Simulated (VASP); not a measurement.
Crystal: GaSb.

```xyz
2
Lattice="0.0000 3.0686 3.0686 3.0686 0.0000 3.0686 3.0686 3.0686 0.0000" Properties=species:S:1:pos:R:3 pbc="T T T"
Ga    0.0000    0.0000    0.0000
Sb    1.5343    1.5343    1.5343
```

The cell was built by a generator and isn't the measured one.

| Property | Result |
| --- | --- |
| Program | VASP 6.6.1 |
| Task | relaxation of cell and atoms |
| Functional | LDA |
| Potentials or basis | VASP PAW LDA potentials, release 64 (Ga_d, Sb) |
| Cutoff | 600 eV |
| k mesh | 12 × 12 × 12 |
| Occupations | gaussian, width 0.1 eV |
| Spin | no spin polarisation |

At the start: pressure -2.0 GPa; volume 28.89 Å³/atom.

Question: Where does the relaxation end?

Answer: Over 13 steps the energy falls by 7.4 meV/atom and the volume is 27.77 Å³/atom (-3.9 %); space group F-43m (No. 216, to 0.05 Å).

Step by step:
```tsv
step	energy change (eV)	largest force (eV/Å)	pressure (GPa)	volume (Å³)
1	0.0000	0.0000	-2.02	57.79
2	-0.0132	0.0000	0.76	54.79
3	-0.0149	0.0000	-0.03	55.52
4	-0.0149	0.0000	0.09	55.47
5	-0.0149	0.0000	-0.23	55.60
6	-0.0149	0.0000	0.04	55.54
7	-0.0149	0.0000	-0.09	55.55
8	-0.0149	0.0000	0.01	55.54
9	-0.0149	0.0000	-0.02	55.54
10	-0.0149	0.0000	0.02	55.52
11	-0.0149	0.0000	-0.02	55.53
12	-0.0149	0.0000	0.03	55.53
13	-0.0149	0.0000	0.00	55.53
```

Final structure:
```cif
data_structure
_symmetry_space_group_name_H-M 'P 1'
_symmetry_Int_Tables_number 1
_cell_length_a 4.2824
_cell_length_b 4.2824
_cell_length_c 4.2824
_cell_angle_alpha 60.000
_cell_angle_beta 60.000
_cell_angle_gamma 60.000
_cell_volume 55.53
loop_
_atom_site_label
_atom_site_type_symbol
_atom_site_fract_x
_atom_site_fract_y
_atom_site_fract_z
_atom_site_occupancy
Ga1 Ga 0.00000 0.00000 0.00000 1
Sb1 Sb 0.25000 0.25000 0.25000 1
```
